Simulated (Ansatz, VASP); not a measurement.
# Cross-check of SiO2 between VASP and Ansatz, part 2 of 3

One calculation is typed for both programs; each brings its own data sets. How far apart do they land? The cell is taken from a series of runs on this material, whose earlier steps may have relaxed, scaled, displaced or heated it; both programs get it as it stands.

VASP 6.6.1 and Ansatz 0.2.0.

So far: Starting point; VASP: zone-centre phonons, LDA.

## Step 2: VASP: zone-centre phonons, LDA (continued)

Level of this step: LDA; plane waves and PAW (O, Si) (VASP).

From OUTCAR (step 2):

```text
ion  position               nearest neighbor table
   1  0.697  0.697  0.000-   6 1.71   5 1.76   5 1.76
   2  0.197  0.803  0.500-   5 1.71   6 1.76   6 1.76
   3  0.303  0.303  0.000-   6 1.71   5 1.76   5 1.76
   4  0.803  0.197  0.500-   5 1.71   6 1.76   6 1.76
   5  0.500  0.500  0.500-   2 1.71   4 1.71   3 1.76   1 1.76   1 1.76   3 1.76   6 3.13   6 3.13
                             6 3.13   6 3.13   6 3.13   6 3.13   6 3.13   6 3.13
   6  0.000  0.000  0.000-   1 1.71   3 1.71   2 1.76   4 1.76   2 1.76   4 1.76   5 3.13   5 3.13
                             5 3.13   5 3.13   5 3.13   5 3.13   5 3.13   5 3.13

  LATTYP: Found a simple tetragonal cell.
 ALAT       =     3.9887162495
 C/A-ratio  =     0.6833571087

 Subroutine GETGRP returns: Found 16 space group operations
 (whereof  8 operations were pure point group operations)

The static configuration has the point symmetry D_2h.
 The point group associated with its full space group is D_4h.

 Found     75 irreducible k-points:

   k-points           NKPTS =     75   k-points in BZ     NKDIM =     75   number of bands    NBANDS=     22

   dimension x,y,z NGX =    32 NGY =   32 NGZ =   24
   dimension x,y,z NGXF=    64 NGYF=   64 NGZF=   48

   ENCUT  =  600.0 eV  44.10 Ry    6.64 a.u.   7.97  7.97  5.44*2*pi/ulx,y,z

   NELECT =      32.0000    total number of electrons

 k-points in reciprocal lattice and weights: Automatic mesh
   0.00000000  0.00000000  0.00000000       0.002
   0.12500000  0.00000000  0.00000000       0.008
   0.25000000  0.00000000  0.00000000       0.008
   0.37500000  0.00000000  0.00000000       0.008
   0.50000000  0.00000000  0.00000000       0.004
   0.12500000  0.12500000  0.00000000       0.008
   0.25000000  0.12500000  0.00000000       0.016
   0.37500000  0.12500000  0.00000000       0.016
   0.50000000  0.12500000  0.00000000       0.008
[...]
2     0.24027     3.73458     0.00000
    3     0.00000     0.00000     4.07977

 Eigenvectors and eigenvalues of the dynamical matrix
 ----------------------------------------------------

   1 f  =   31.344428 THz   196.942847 2PiTHz 1045.537565 cm-1   129.630079 meV
             X         Y         Z           dx          dy          dz
      2.779264  2.779264  0.000000     0.353553    0.353553   -0.000000
      0.784906  3.203810  1.362859    -0.353553    0.353553   -0.000000
      1.209452  1.209452  0.000000    -0.353553   -0.353553    0.000000
      3.203810  0.784906  1.362859     0.353553   -0.353553   -0.000000
      1.994358  1.994358  1.362859    -0.000000    0.000000   -0.000000
      0.000000  0.000000  0.000000    -0.000000    0.000000    0.000000

   2 f  =   25.848803 THz   162.412821 2PiTHz  862.223270 cm-1   106.902013 meV
             X         Y         Z           dx          dy          dz
      2.779264  2.779264  0.000000     0.217968   -0.042615    0.000000
      0.784906  3.203810  1.362859    -0.444000    0.389155   -0.000000
      1.209452  1.209452  0.000000     0.217968   -0.042615   -0.000000
      3.203810  0.784906  1.362859    -0.444000    0.389155   -0.000000
      1.994358  1.994358  1.362859     0.113932   -0.224596    0.000000
      0.000000  0.000000  0.000000     0.227274   -0.298523    0.000000

   3 f  =   25.848803 THz   162.412821 2PiTHz  862.223270 cm-1   106.902013 meV
             X         Y         Z           dx          dy          dz
      2.779264  2.779264  0.000000     0.389155    0.444000   -0.000000
      0.784906  3.203810  1.362859    -0.042615   -0.217968   -0.000000
      1.209452  1.209452  0.000000     0.389155    0.444000    0.000000
      3.203810  0.784906  1.362859    -0.042615   -0.217968    0.000000
      1.994358  1.994358  1.362859    -0.298523   -0.227274   -0.000000
      0.000000  0.000000  0.000000    -0.224596   -0.113932    0.000000

   4 f  =   25.414522 THz   159.684151 2PiTHz  847.737203 cm-1   105.105970 meV
             X         Y         Z           dx          dy          dz
      2.779264  2.779264  0.000000     0.353553    0.353553   -0.000000
      0.784906  3.203810  1.362859     0.353553   -0.353553   -0.000000
      1.209452  1.209452  0.000000    -0.353553   -0.353553    0.000000
      3.203810  0.784906  1.362859    -0.353553    0.353553    0.000000
      1.994358  1.994358  1.362859     0.000000    0.000000    0.000000
      0.000000  0.000000  0.000000     0.000000    0.000000   -0.000000

   5 f  =   24.049282 THz   151.106092 2PiTHz  802.197684 cm-1    99.459792 meV
             X         Y         Z           dx          dy          dz
      2.779264  2.779264  0.000000    -0.000000   -0.000000   -0.460712
      0.784906  3.203810  1.362859    -0.000000    0.000000    0.460712
      1.209452  1.209452  0.000000     0.000000   -0.000000   -0.460712
      3.203810  0.784906  1.362859    -0.000000    0.000000    0.460712
      1.994358  1.994358  1.362859    -0.000000   -0.000000    0.274751
      0.000000  0.000000  0.000000    -0.000000    0.000000   -0.274751

   6 f  =   21.919923 THz   137.726938 2PiTHz  731.169928 cm-1    90.653477 meV
             X         Y         Z           dx          dy          dz
      2.779264  2.779264  0.000000     0.045052   -0.031743   -0.000000
      0.784906  3.203810  1.362859     0.043959   -0.030171    0.000000
      1.209452  1.209452  0.000000     0.045052   -0.031743   -0.000000
      3.203810  0.784906  1.362859     0.043959   -0.030171   -0.000000
      1.994358  1.994358  1.362859    -0.465864    0.619884    0.000000
      0.000000  0.000000  0.000000     0.331456   -0.526394   -0.000000

   7 f  =   21.919923 THz   137.726938 2PiTHz  731.169928 cm-1    90.653477 meV
             X         Y         Z           dx          dy          dz
      2.779264  2.779264  0.000000    -0.030171   -0.043959    0.000000
      0.784906  3.203810  1.362859    -0.031743   -0.045052   -0.000000
      1.209452  1.209452  0.000000    -0.030171   -0.043959    0.000000
      3.203810  0.784906  1.362859    -0.031743   -0.045052    0.000000
      1.994358  1.994358  1.362859    -0.526394   -0.331456    0.000000
      0.000000  0.000000  0.000000     0.619884    0.465864    0.000000

   8 f  =   19.389169 THz   121.825739 2PiTHz  646.753048 cm-1    80.187122 meV
             X         Y         Z           dx          dy          dz
      2.779264  2.779264  0.000000     0.000000   -0.000000    0.341776
      0.784906  3.203810  1.362859    -0.000000    0.000000    0.341776
      1.209452  1.209452  0.000000     0.000000   -0.000000    0.341776
      3.203810  0.784906  1.362859     0.000000    0.000000    0.341776
      1.994358  1.994358  1.362859    -0.000000    0.000000   -0.516118
      0.000000  0.000000  0.000000     0.000000    0.000000   -0.516118

   9 f  =   18.700385 THz   117.497987 2PiTHz  623.777716 cm-1    77.338545 meV
             X         Y         Z           dx          dy          dz
      2.779264  2.779264  0.000000     0.353553   -0.353553   -0.000000
      0.784906  3.203810  1.362859    -0.353553   -0.353553   -0.000000
      1.209452  1.209452  0.000000    -0.353553    0.353553    0.000000
      3.203810  0.784906  1.362859     0.353553    0.353553    0.000000
      1.994358  1.994358  1.362859     0.000000   -0.000000    0.000000
      0.000000  0.000000  0.000000    -0.000000   -0.000000    0.000000

  10 f  =   18.305735 THz   115.018325 2PiTHz  610.613591 cm-1    75.706403 meV
             X         Y         Z           dx          dy          dz
      2.779264  2.779264  0.000000     0.000000   -0.000000   -0.138565
      0.784906  3.203810  1.362859     0.000000    0.000000    0.693397
      1.209452  1.209452  0.000000    -0.000000    0.000000    0.138565
      3.203810  0.784906  1.362859     0.000000    0.000000   -0.693397
      1.994358  1.994358  1.362859    -0.000000   -0.000000   -0.000000
      0.000000  0.000000  0.000000    -0.000000   -0.000000   -0.000000

  11 f  =   18.305735 THz   115.018325 2PiTHz  610.613591 cm-1    75.706403 meV
             X         Y         Z           dx          dy          dz
      2.779264  2.779264  0.000000     0.000000   -0.000000    0.693397
      0.784906  3.203810  1.362859    -0.000000   -0.000000    0.138565
      1.209452  1.209452  0.000000    -0.000000    0.000000   -0.693397
      3.203810  0.784906  1.362859     0.000000    0.000000   -0.138565
      1.994358  1.994358  1.362859    -0.000000    0.000000    0.000000
      0.000000  0.000000  0.000000    -0.000000   -0.000000    0.000000

  12 f  =   14.610303 THz    91.799241 2PiTHz  487.347248 cm-1    60.423331 meV
             X         Y         Z           dx          dy          dz
      2.779264  2.779264  0.000000     0.404352   -0.405802   -0.000000
      0.784906  3.203810  1.362859    -0.017517    0.038491    0.000000
      1.209452  1.209452  0.000000     0.404352   -0.405802    0.000000
      3.203810  0.784906  1.362859    -0.017517    0.038491   -0.000000
      1.994358  1.994358  1.362859    -0.230303    0.212296   -0.000000
      0.000000  0.000000  0.000000    -0.353505    0.342046    0.000000

  13 f  =   14.610303 THz    91.799241 2PiTHz  487.347248 cm-1    60.423331 meV
             X         Y         Z           dx          dy          dz
      2.779264  2.779264  0.000000    -0.038491   -0.017517    0.000000
      0.784906  3.203810  1.362859     0.405802    0.404352   -0.000000
      1.209452  1.209452  0.000000    -0.038491   -0.017517   -0.000000
      3.203810  0.784906  1.362859     0.405802    0.404352    0.000000
      1.994358  1.994358  1.362859    -0.342046   -0.353505   -0.000000
      0.000000  0.000000  0.000000    -0.212296   -0.230303    0.000000
    [... 43 further lines ...]
      1.994358  1.994358  1.362859     0.000000    0.000000   -0.483345
      0.000000  0.000000  0.000000     0.000000    0.000000   -0.483345

 MACROSCOPIC STATIC DIELECTRIC TENSOR IONIC CONTRIBUTION
 ------------------------------------------------------
           5.666143    -0.000000    -0.000000
          -0.000000     5.666143    -0.000000
          -0.000000    -0.000000     6.036756
 ------------------------------------------------------

 ELASTIC MODULI CONTR FROM IONIC RELAXATION (kBar)
 Direction    XX          YY          ZZ          XY          YZ          ZX
 --------------------------------------------------------------------------------
 XX        -720.7312    647.7565    -19.9472      0.0000     -0.0000     -0.0000
 YY         647.7565   -720.7312    -19.9472     -0.0000      0.0000     -0.0000
 ZZ         -19.9472    -19.9472    -10.9049     -0.0000      0.0000     -0.0000
 XY           0.0000     -0.0000      0.0000    -23.7873     -0.0000      0.0000
 YZ          -0.0000      0.0000      0.0000     -0.0000    -40.2373      0.0000
 ZX          -0.0000     -0.0000     -0.0000      0.0000      0.0000    -53.7017
 --------------------------------------------------------------------------------

 PIEZOELECTRIC TENSOR IONIC CONTR  for field in x, y, z        (C/m^2)
          XX          YY          ZZ          XY          YZ          ZX
  --------------------------------------------------------------------------------
  x    -0.00000     0.00000    -0.00000    -0.00000    -0.00000     0.00000
  y     0.00000    -0.00000    -0.00000    -0.00000    -0.00000    -0.00000
  z     0.00000    -0.00000     0.00000     0.00000    -0.00000    -0.00000
```

(Part 2 of 3 ends here.)

[Lines on the potential files, build, host, timing and source positions are cut from VASP's logs without a mark.]

[Logs are printed without paths, hosts, clocks, repeated set-up lines and the standing remarks that a program may print on its own settings, such as how far it seeks lower states.]

[Hosts, paths, dates, database ids (printed as entryN), source tags and the programs' standing remarks are cut or masked in the printed files.]
